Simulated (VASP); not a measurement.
Data:

```
P
1.0
    1.65500    -5.24000     0.00000
    1.65500     5.24000     0.00000
    0.00000     0.00000     4.38000
P
4
Direct
  0.10170   0.89830   0.91940
  0.39830   0.60170   0.41940
  0.60170   0.39830   0.58060
  0.89830   0.10170   0.08060
```

Method: PBE GGA, VASP's PBE PAW potentials (set 64) (plane waves; VASP). Run with 300 eV cut-off, 7×7×5 Γ-centred mesh, Fermi-Dirac smearing of 0.020 eV, potentials P.

Energy and stress use the plane-wave basis of the starting cell.

Task: The ions, cell shape and volume are relaxed. What does this cell relax into?

Result: 
```
P
1.0
    1.65846    -5.46828     0.00000
    1.65846     5.46828     0.00000
    0.00000     0.00000     4.49412
P
4
Direct
  0.09718   0.90282   0.91573
  0.40282   0.59718   0.41573
  0.59718   0.40282   0.58427
  0.90282   0.09718   0.08427
```
Space group Cmce (64), at a tolerance of 0.03 Å.

Task: How do energy and volume change from the first to the last step?

Result: The energy (σ→0) changes by -6.1 meV/atom and the volume by +7.3 %, in 13 ionic steps.

```
step  E(σ→0) (eV)  max force (eV/Å)  pressure (GPa)  volume (Å³)
----  -----------  ----------------  --------------  -----------
1        -21.4425             0.061            1.72        75.97
2        -21.4483             0.219           -0.77        78.23
3        -21.4506             0.121            0.08        77.42
4        -21.4534             0.105            0.07        77.79
5        -21.4572             0.131            0.09        78.59
6        -21.4558             0.297            0.14        80.21
7        -21.4581             0.184            0.12        79.18
8        -21.4594             0.167            0.10        79.38
9        -21.4628             0.110            0.05        79.96
10       -21.4655             0.038           -0.03        81.12
11       -21.4663             0.024           -0.02        81.26
12       -21.4669             0.006           -0.01        81.47
13       -21.4669             0.008           -0.01        81.51
```

The structure is a typed P crystal. This run relaxes it. Symmetry was kept, so distortions that lower it aren't found. The run is one of a series of settings (EDIFFG = -0.01, IBRION = 2, ISIF = 3, NSW = 50 against the base run), some of them coarse on purpose.
